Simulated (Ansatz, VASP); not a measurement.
**Cross-check of Sb (Antimony) between VASP and Ansatz**

One calculation is typed for both programs; each brings its own data sets. How far apart do they land? The cell is taken from a series of runs on this material, whose earlier steps may have relaxed, scaled, displaced or heated it; both programs get it as it stands.

Program: Ansatz 0.2.0. Level of theory: plane waves, with VASP 6.6.1 beside it; zone-centre phonons at LDA. Results are calculated unless marked as measured.

## Step 1: Starting point

It takes space group R-3m (No. 166, trigonal). Conventional cell: a = 4.424 Å, b = 4.424 Å, c = 10.635 Å, α = 90.00°, β = 90.00°, γ = 120.00°. Sb has 6 Sb at 2.95 to 3.29 Å nearest.

Coordinates:

```cif
data_structure
_symmetry_space_group_name_H-M 'P 1'
_symmetry_Int_Tables_number 1
_cell_length_a 4.3695
_cell_length_b 4.3695
_cell_length_c 4.3695
_cell_angle_alpha 60.832
_cell_angle_beta 60.832
_cell_angle_gamma 60.832
_cell_volume 60.10
loop_
_atom_site_label
_atom_site_type_symbol
_atom_site_fract_x
_atom_site_fract_y
_atom_site_fract_z
_atom_site_occupancy
Sb1 Sb 0.23561 0.23561 0.23561 1
Sb2 Sb 0.76439 0.76439 0.76439 1
```

## Step 2: Ansatz: zone-centre phonons, LDA

Ansatz runs on its PAW soft_1 files.

Second derivatives magnify differences that forces hide, and they need a tight electronic threshold.

The input, input.yaml:

```yaml
crystal:
  lattice:
    - [2.2121557679, 1.2771887281, 3.5450682227]
    - [-2.2121557679, 1.2771887281, 3.5450682227]
    - [0.0, -2.5543774561, 3.5450682228]
  atoms:
    - { symbol: Sb, position: [0.235612758, 0.235612758, 0.235612758] }
    - { symbol: Sb, position: [0.764387242, 0.764387242, 0.764387242] }
kpoints:
  mp_grid: { grid: [12, 12, 12] }
hamiltonian:
  xc: lda
  pseudopotentials: { kind: paw, azcp: { folder: soft_1 }, xc_functional: pbe }
scf:
  occupations: { method: methfessel_paxton, width: 0.2 }
output:
  eigenvalues: true
phonons:
  method: dfpt
```

Launch:

```console
ansatz run input.yaml --threads 4 --pin off --max-ram 10240MiB --backend cpu --events-out ev --progress --plain --runs-dir out
```

Numbers of over 12 decimals in the logs are rounded to 6 here.

The log of the run:

```text
Engine: ansatz 0.2.0, x86_64-unknown-linux-gnu
Pseudopotentials: kind: paw
Pseudopotential: Sb, paw, valence charge 15, recommended cutoff 420 eV (normal), soft_1/Sb.paw.azcp
Functional definition: SPW92
  exchange = slater_x
  correlation = pw_c
Crystal: 2 atoms, lattice volume = 60.096 Å³
Basis set: ecut = 420 eV, 1217 PW (Γ), exchange–correlation on 60×60×60 points (8 copies of the dense FFT grid, shifted against one another)
Bands: 19, of which v1, the nominal top of the filled ones, is band 15 counted from 1 (14 counted from 0)
Symmetry: 12 space group operations
k-points: 476 of 1728 (irreducible under 2 space group operations, time reversal used)
Non-local potential: Sb, projectors of the file, l = 0: 2, l = 1: 2, l = 2: 2, l = 3: 1
PAW form: soft (Blöchl's): semilocal exchange-correlation on the pseudo side does not see the compensation charge
PAW frozen core: Sb, regenerated for the run's functional, and the local potential with it (the file was generated under x = pbe(κ = 0.804, μ = 0.219515), c = pbe(β = 0.066725))
PAW one-centre angular grid: Sb, 590 points (default); XC on 64 Gauss nodes
Initial density: superposition of atomic densities (chi_scale 0.1, normalization cell)
Initial wavefunctions: pseudopotential atomic-orbital guess
Functional: x = slater, c = lda
SCF iter   1: F=—  HF=-12671.759024 eV  |F-HF|=—  |Δ(HF+E_count)|=         —  Δρ=1.41e-2  dr2=9.76e-2  ethr=3.10e-3  ⟨swp⟩=6.0  Hψ=47677  notcnv=0
preconditioner: auto → Kerker (q_TF=auto, 2.430 Å⁻¹)  [metal: Δε(μ)=0.063 eV  Ē_g=8.670 eV  σ=0.200 eV  W_gap=0.26  n_scr=14 (ndim 8)  ℏωp=15.1 eV  f_vac=0.000  D(μ)=0.21/eV (n_scr^D=0)]
SCF iter   2: F=—  HF=-12671.741749 eV  |F-HF|=—  |Δ(HF+E_count)|=   1.73e-2  S|Δr|=    0.00e0  Δρ=8.96e-3  dr2=4.16e-2  ethr=3.25e-4  ⟨swp⟩=1.0  Hψ=12900  notcnv=0
SCF iter   3: F=—  HF=-12671.734067 eV  |F-HF|=—  |Δ(HF+E_count)|=   7.68e-3  S|Δr|=    0.00e0  Δρ=1.38e-3  dr2=1.73e-3  ethr=1.39e-4  ⟨swp⟩=2.0  Hψ=16021  notcnv=0
SCF iter   4: F=—  HF=-12671.733876 eV  |F-HF|=—  |Δ(HF+E_count)|=   1.91e-4  S|Δr|=    0.00e0  Δρ=4.41e-4  dr2=1.62e-4  ethr=5.75e-6  ⟨swp⟩=3.0  Hψ=16316  notcnv=0
SCF iter   5: F=—  HF=-12671.733890 eV  |F-HF|=—  |Δ(HF+E_count)|=   1.42e-5  S|Δr|=    0.00e0  Δρ=2.49e-4  dr2=3.71e-5  ethr=5.40e-7  ⟨swp⟩=2.0  Hψ=14179  notcnv=0
SCF iter   6: F=—  HF=-12671.733867 eV  |F-HF|=—  |Δ(HF+E_count)|=   2.31e-5  S|Δr|=    0.00e0  Δρ=3.06e-5  dr2=5.59e-7  ethr=1.24e-7  ⟨swp⟩=2.0  Hψ=16190  notcnv=0
SCF iter   7: F=—  HF=-12671.733868 eV  |F-HF|=—  |Δ(HF+E_count)|=   4.65e-7  S|Δr|=    0.00e0  Δρ=1.01e-5  dr2=4.03e-8  ethr=1.86e-9  ⟨swp⟩=2.0  Hψ=16292  notcnv=0
SCF iter   8: F=—  HF=-12671.733868 eV  |F-HF|=—  |Δ(HF+E_count)|=   4.37e-9  S|Δr|=    0.00e0  Δρ=1.83e-6  dr2=4.43e-9  ethr=1.34e-10  ⟨swp⟩=2.0  Hψ=14841  notcnv=0
SCF iter   9: F=—  HF=-12671.733868 eV  |F-HF|=—  |Δ(HF+E_count)|=  2.35e-10  S|Δr|=    0.00e0  Δρ=8.43e-7  dr2=8.94e-10  ethr=1.48e-11  ⟨swp⟩=1.8  Hψ=10330  notcnv=0
SCF iter  10: F=—  HF=-12671.733868 eV  |F-HF|=—  |Δ(HF+E_count)|=  1.53e-10  S|Δr|=    0.00e0  Δρ=4.34e-7  dr2=1.05e-10  ethr=2.98e-12  ⟨swp⟩=3.0  Hψ=16353  notcnv=0
SCF iter  11: F=-12671.733868 eV  HF=-12671.733868 eV  |F-HF|=0.00e0  |Δ(HF+E_count)|=  2.18e-11  S|Δr|=    0.00e0  Δρ=8.84e-8  dr2=8.79e-12  ethr=1.00e-12  ⟨swp⟩=5.0  Hψ=39215  notcnv=0
SCF 1 converged in 11 iterations: F = -12671.733868 eV  dr2 = 8.79e-12
  greatest PAW one-centre occupation: 0.997 electrons in one spin orbital (limit 2), on the Sb atom at site 1 (counted from 0), in its partial waves of l = 2
DFPT response loops at Γ: preconditioner auto → Kerker (q_TF=auto, 2.430 Å⁻¹) (partly filled bands, converged f_vac=0.001); β = 1.00, the filter's whole step (`scf.mixing.beta` (0.50) is not read by the response loops under this deck's `scf.mixing.preconditioner`; to damp them name `kerker` or `kerker_dos`, under which they read `scf.mixing.beta`, and type it under 1.00, their step now; both keys bind the ground state too); Broyden in place of MSR1
SCF converged after 11 iterations
Stability not checked: this state was not tested for a lower state beside it, because cold or Methfessel-Paxton smearing, or corrected tetrahedra, fill the levels in a way that the test cannot read (fill_not_monotonic; see scf.lower_state_search)
Free energy (F): -12671.733868 eV
Harris-Foulkes:  -12671.733868 eV  (|F-HF|=0.00e0)
Internal energy: -12671.735786 eV  (E = F + TS)
E sigma→0 (E₀):  -12671.734347 eV
Entropy (-TS):   0.001919 eV (0.959 meV/atom)
Fermi energy:    9.808415 eV
--- Per-component energies (eV) ---
  E_band       = -337.324107
  E_kinetic    = 327.655138
  E_local      = -3156.040557  (includes V_loc(G=0)·N_el)
  E_nonlocal   = 787.257546
  E_hartree    = 1302.302021
  E_xc         = -197.580685
  E_vxc        = -183.062879  (∫ρ·V_xc dr)
  E_paw        = -8789.343813  (= ΣΔE_a)
  E_vpaw       = -717.737634  (= ΣTr[D̂ρ^β])
  E_aug_tail   = 0.000251  (compensation charges beyond the density's cutoff)
  E_ewald      = -2947.103311
  E_core_change = 1.117622  (= ΣΔE_core)
  E_smearing   = 0.001919  (= −TS)
  E_closure    = -0.000000  (closes the sum)
  Σ components = -12671.733868   (vs F -12671.733868, Δ=0.00e0)
--- Band table (eV; the first three rows and the last of 476) ---
  k-point 0: bands = [... 11 lower, 5.0878, 7.9992, 7.9992, 8.5209, 12.3358, 12.8542, 12.8542, 14.8544]
  k-point 1: bands = [... 11 lower, 4.7147, 8.0039, 8.2013, 8.5441, 12.1841, 12.6308, 12.6603, 14.6905]
  k-point 2: bands = [... 11 lower, 3.8663, 8.0236, 8.4353, 8.7332, 11.7564, 12.0705, 12.1895, 14.6002]
  k-point 475: bands = [... 11 lower, 0.9629, 8.5502, 8.5502, 9.0769, 9.7092, 9.7092, 10.5608, 17.5752]
--- Phonons (Γ-DFPT): 2 representative perturbations + reference, on 476 of 1728 k-points (Σ response iterations 6) ---
  k mesh reduced under 2 symmetry operations, with k and −k counted as one. Each operation leaves every solved perturbation unchanged. A smaller set is not used because it would not reduce the number of displacements times k-points to solve
  ASR residual: 4.512e-5 → 0.000e0 eV/Å²; symmetrization residual: 6.032e-6 eV/Å²
  ASR residual per site (eV/Å²): 4.51e-5 4.51e-5
  Γ frequencies (cm⁻¹): 0.00 0.00 0.00 62.34 62.34 131.56
  non-analytic LO–TO correction: not included (Born effective charges unavailable; polar crystals: no LO–TO splitting at Γ)
```

Reading the cycles: dr2 is the Hartree energy of the density residual (eV), the measure of convergence; HF is the Harris–Foulkes estimate of the energy, which meets the free energy F at convergence.

## Step 3: VASP: zone-centre phonons, LDA

The same cell, functional (in two slightly different forms), mesh and smearing now go to VASP, with its own data sets.

Lines of VASP's logs that name or quote its potential files are left out, and so is its time.

The input, INCAR:

```
SYSTEM = Sb
PREC = Accurate
ENCUT = 500
EDIFF = 1E-08
NELM = 120
ISMEAR = 1
SIGMA = 0.2
LREAL = .FALSE.
ALGO = Normal
GGA = CA
NBANDS = 11
LORBIT = 11
LWAVE = .FALSE.
LCHARG = .FALSE.
ISIF = 2
IBRION = 8
LASPH = .TRUE.
GGA_COMPAT = .FALSE.
KPAR = 2
```

The input, POSCAR:

```
Sb
1.0
    2.2121557679      1.2771887281      3.5450682227
   -2.2121557679      1.2771887281      3.5450682227
    0.0000000000     -2.5543774561      3.5450682228
Sb
2
Direct
    0.2356127580      0.2356127580      0.2356127580
    0.7643872420      0.7643872420      0.7643872420
```

The input, KPOINTS:

```
Automatic mesh
0
Gamma
12 12 12
0 0 0
```

The projector-augmented-wave data sets are Sb (LDA family, release 64).

Launch:

```console
mpirun -np 2 vasp_std
```

The log of the run:

```text
[banner, memory and clock lines left out]
running    2 mpi-ranks, on    1 nodes
 distrk:  each k-point on    1 cores,    2 groups
 distr:  one band on    1 cores,    1 groups

 POSCAR found type information on POSCAR Sb
 POSCAR found :  1 types and       2 ions
 LDA part: xc-table for (Slater(with rela. corr.)+CA(PZ))
 , standard interpolation
 POSCAR, INCAR and KPOINTS ok, starting setup
 FFT: planning ... GRIDC
 FFT: planning ... GRID_SOFT
 FFT: planning ... GRID
 WAVECAR not read
 entering main loop
       N       E                     dE             d eps       ncg     rms          rms(c)
DAV:   1     0.356744602892E+02    0.35674E+02   -0.34192E+03  4158   0.687E+02
DAV:   2    -0.769412253350E+01   -0.43369E+02   -0.42026E+02  5748   0.113E+02
DAV:   3    -0.960193855059E+01   -0.19078E+01   -0.18833E+01  5056   0.272E+01
DAV:   4    -0.961873459040E+01   -0.16796E-01   -0.16791E-01  4688   0.308E+00
DAV:   5    -0.961894615640E+01   -0.21157E-03   -0.21156E-03  4822   0.381E-01    0.305E+00
DAV:   6    -0.960522090079E+01    0.13725E-01   -0.34273E-03  4744   0.312E-01    0.181E+00
DAV:   7    -0.959750617239E+01    0.77147E-02   -0.71757E-03  4578   0.447E-01    0.611E-02
DAV:   8    -0.959750502443E+01    0.11480E-05   -0.28473E-04  4698   0.112E-01    0.200E-02
DAV:   9    -0.959750848618E+01   -0.34617E-05   -0.16678E-05  4794   0.261E-02    0.768E-03
DAV:  10    -0.959750812160E+01    0.36458E-06   -0.21866E-06  4710   0.801E-03    0.118E-03
DAV:  11    -0.959750816338E+01   -0.41780E-07   -0.16504E-07  4701   0.284E-03    0.438E-04
DAV:  12    -0.959750816404E+01   -0.66257E-09   -0.11729E-08  3018   0.625E-04
   1 F= -.95975082E+01 E0= -.95981240E+01  d E =0.184763E-02
 Linear response reoptimize wavefunctions to high precision
DAV:   1    -0.959750816401E+01    0.31832E-10   -0.25941E-09  3765   0.337E-04
DAV:   2    -0.959750816404E+01   -0.31491E-10   -0.24800E-10  2403   0.117E-04
 Linear response DOF=           2
 Linear response progress:
  Degree of freedom:   1/  2
       N       E                     dE             d eps       ncg     rms          rms(c)
RMM:   1    -0.261816004350E-01   -0.26182E-01    0.24299E-02 38868   0.120E+00
RMM:   2    -0.259422954658E-01    0.23930E-03   -0.17321E-03 30125   0.248E-01    0.496E-02
RMM:   3    -0.259506737558E-01   -0.83783E-05   -0.49786E-05 31784   0.413E-02    0.293E-02
RMM:   4    -0.260104383538E-01   -0.59765E-04   -0.22987E-05 31883   0.200E-02    0.212E-03
RMM:   5    -0.260152254082E-01   -0.47871E-05   -0.14816E-06 32591   0.362E-03    0.106E-03
RMM:   6    -0.260162506609E-01   -0.10253E-05    0.20074E-07 30946   0.857E-04    0.279E-04
RMM:   7    -0.260153621061E-01    0.88855E-06    0.16165E-07 33162   0.217E-04    0.100E-04
RMM:   8    -0.260153307842E-01    0.31322E-07    0.67960E-08 33652   0.521E-05    0.180E-05
RMM:   9    -0.260153309300E-01   -0.14582E-09    0.12448E-08 33650   0.138E-05    0.204E-06
 first order change of Fermi-energy  -0.13231E-04
 force on displaced ion       1 direction 1 :  -1.026   0.000   0.000
 Linear response progress:
  Degree of freedom:   2/  2
       N       E                     dE             d eps       ncg     rms          rms(c)
RMM:   1    -0.266961867759E-01   -0.26696E-01    0.12621E-02  8108   0.120E+00
RMM:   2    -0.254570083941E-01    0.12392E-02   -0.16584E-03  6498   0.258E-01    0.445E-02
RMM:   3    -0.253611626494E-01    0.95846E-04   -0.43525E-05  6904   0.440E-02    0.264E-02
RMM:   4    -0.252881725213E-01    0.72990E-04   -0.22658E-05  6750   0.232E-02    0.611E-03
RMM:   5    -0.252935702479E-01   -0.53977E-05   -0.64894E-07  6990   0.492E-03    0.241E-03
RMM:   6    -0.252955353162E-01   -0.19651E-05   -0.48706E-08  7014   0.110E-03    0.746E-04
RMM:   7    -0.252950212103E-01    0.51411E-06    0.61791E-10  7114   0.287E-04    0.249E-04
RMM:   8    -0.252950531135E-01   -0.31903E-07    0.12882E-09  7172   0.700E-05    0.250E-05
RMM:   9    -0.252950648038E-01   -0.11690E-07   -0.34485E-10  7241   0.200E-05    0.142E-05
RMM:  10    -0.252950681777E-01   -0.33738E-08   -0.55786E-10  7232   0.861E-06    0.398E-06
 first order change of Fermi-energy  -0.19560E+00
 force on displaced ion       1 direction 3 :   0.000  -0.000  -4.015
 Linear response finished
```

OUTCAR, selected parts (step 3):

```text
ion  position               nearest neighbor table
   1  0.236  0.236  0.236-   2 2.95   2 2.95   2 2.95   2 3.29   2 3.29   2 3.29
   2  0.764  0.764  0.764-   1 2.95   1 2.95   1 2.95   1 3.29   1 3.29   1 3.29

  LATTYP: Found a trigonal (rhomboedric) cell.
 ALAT       =     4.3694797050
 COS(alpha) =     0.4873724397

 Subroutine GETGRP returns: Found 12 space group operations
 (whereof 12 operations were pure point group operations)

The static configuration has the point symmetry D_3d.

 Found    189 irreducible k-points:

   k-points           NKPTS =    189   k-points in BZ     NKDIM =    189   number of bands    NBANDS=     11

   dimension x,y,z NGX =    32 NGY =   32 NGZ =   32
   dimension x,y,z NGXF=    64 NGYF=   64 NGZF=   64

   ENCUT  =  500.0 eV  36.75 Ry    6.06 a.u.   7.97  7.97  7.97*2*pi/ulx,y,z

   NELECT =      10.0000    total number of electrons

 k-points in reciprocal lattice and weights: Automatic mesh
   0.00000000  0.00000000  0.00000000       0.001
   0.08333333 -0.00000000 -0.00000000       0.003
   0.16666667 -0.00000000  0.00000000       0.003
   0.25000000  0.00000000  0.00000000       0.003
   0.33333333 -0.00000000 -0.00000000       0.003
   0.41666667 -0.00000000 -0.00000000       0.003
   0.50000000  0.00000000  0.00000000       0.002
   0.08333333  0.08333333 -0.00000000       0.003
   0.16666667  0.08333333  0.00000000       0.007
[...]
-0.41666667  0.50000000  0.41666667       0.003
   0.50000000  0.50000000  0.50000000       0.001

 average (electrostatic) potential at core
       1 -86.7370       2 -86.7370

  Total       -1.0372250     -1.0372250      0.0549498      0.0000000      0.0000000      0.0000000
  in kB      -27.6526604    -27.6526604      1.4649749      0.0000000      0.0000000      0.0000000
  external PRESSURE =     -17.9467820 kB  Pullay stress =       0.0000000 kB

  energy-cutoff  :      500.00
  volume of cell :       60.10
      direct lattice vectors                 reciprocal lattice vectors
     2.212155768  1.277188728  3.545068223     0.226023867  0.130494940  0.094027339
    -2.212155768  1.277188728  3.545068223    -0.226023867  0.130494940  0.094027339
     0.000000000 -2.554377456  3.545068223     0.000000000 -0.260989880  0.094027340

 POSITION                                       TOTAL-FORCE (eV/Angst)
 -----------------------------------------------------------------------------------
      0.00000      0.00000      2.50579         0.000000      0.000000      0.050871
      0.00000      0.00000      8.12941         0.000000     -0.000000     -0.050871
 -----------------------------------------------------------------------------------
    total drift:                               -0.000000      0.000000     -0.000000

 Eigenvectors and eigenvalues of the dynamical matrix
 ----------------------------------------------------

   1 f  =    4.015097 THz    25.227602 2PiTHz  133.929236 cm-1    16.605101 meV
             X         Y         Z           dx          dy          dz
      0.000000  0.000000  2.505790     0.000000    0.000000    0.707107
      0.000000  0.000000  8.129415    -0.000000   -0.000000   -0.707107

   2 f  =    2.030031 THz    12.755059 2PiTHz   67.714536 cm-1     8.395529 meV
             X         Y         Z           dx          dy          dz
      0.000000  0.000000  2.505790     0.707107    0.000004   -0.000000
      0.000000  0.000000  8.129415    -0.707107   -0.000004    0.000000

   3 f  =    2.030031 THz    12.755059 2PiTHz   67.714536 cm-1     8.395529 meV
             X         Y         Z           dx          dy          dz
      0.000000  0.000000  2.505790     0.000004   -0.707107    0.000000
      0.000000  0.000000  8.129415    -0.000004    0.707107   -0.000000

   4 f  =    0.000000 THz     0.000000 2PiTHz    0.000001 cm-1     0.000000 meV
             X         Y         Z           dx          dy          dz
      0.000000  0.000000  2.505790    -0.000000    0.189287    0.681301
      0.000000  0.000000  8.129415    -0.000000    0.189287    0.681301

   5 f  =    0.000000 THz     0.000000 2PiTHz    0.000001 cm-1     0.000000 meV
             X         Y         Z           dx          dy          dz
      0.000000  0.000000  2.505790     0.000000   -0.681301    0.189287
      0.000000  0.000000  8.129415     0.000000   -0.681301    0.189287

   6 f  =    0.000000 THz     0.000000 2PiTHz    0.000000 cm-1     0.000000 meV
             X         Y         Z           dx          dy          dz
      0.000000  0.000000  2.505790     0.707107    0.000000   -0.000000
      0.000000  0.000000  8.129415     0.707107    0.000000   -0.000000

 ELASTIC MODULI CONTR FROM IONIC RELAXATION (kBar)
 Direction    XX          YY          ZZ          XY          YZ          ZX
 --------------------------------------------------------------------------------
 XX         -80.2630    -52.9796   -108.0273     -0.0000     71.1971      0.0000
 YY         -52.9796    -80.2630   -108.0273      0.0000    -71.1971     -0.0000
 ZZ        -108.0273   -108.0273   -175.1678     -0.0000      0.0000      0.0000
 XY          -0.0000      0.0000     -0.0000    -13.6417      0.0000     68.1734
 YZ          71.1971    -71.1971      0.0000      0.0000   -371.5833     -0.0000
 ZX           0.0000     -0.0000      0.0000     68.1734     -0.0000   -340.6916
 --------------------------------------------------------------------------------
```

## Step 4: Comparison

Known differences besides the potentials themselves: the two LDA forms differ slightly; the data sets hold 30 valence electrons in Ansatz (on its PAW soft_1 files) and 10 in VASP; the cutoff is 420 eV in Ansatz and 500 eV in VASP; VASP's log shows a relativistic correction to its local exchange, Ansatz's none. Total energies have different zeros and are not compared.

Both answers:

```
                  quantity  Ansatz   VASP  difference
optical mode 1 to 2 (cm⁻¹)    62.3   67.7     -7.94 %
     optical mode 3 (cm⁻¹)   131.6  133.9     -1.77 %
```

Modes are paired by rising frequency, not by their patterns, so a pair may set unlike modes beside each other; they are those without the splitting of longitudinal modes.

## Step 5: Outcome

* r.m.s. difference of the optical zone-centre modes, each program's sorted by frequency (zone-centre phonons, LDA): 4.6 cm⁻¹
* difference in optical mode 1 to 2 (zone-centre phonons, LDA): -7.9 %

In words: The r.m.s. difference of the optical zone-centre modes, each program's sorted by frequency is 4.6 cm⁻¹ (zone-centre phonons, LDA). The data sets hold unlike numbers of valence electrons (30 in Ansatz and 10 in VASP), so part of the differences comes from the potentials. Among the rows given in per cent, the largest difference of the zone-centre phonons, LDA pair is in optical mode 1 to 2, -7.9 %. Such differences can come from data sets, numerical settings and the points named under the comparisons, not from the functional's error against experiment.

[Lines on the potential files, build, host, timing and source positions are cut from VASP's logs without a mark.]

[Logs are printed without paths, hosts, clocks, repeated set-up lines and the standing remarks that a program may print on its own settings, such as how far it seeks lower states.]

[Hosts, paths, dates, database ids (printed as entryN), source tags and the programs' standing remarks are cut or masked in the printed files.]
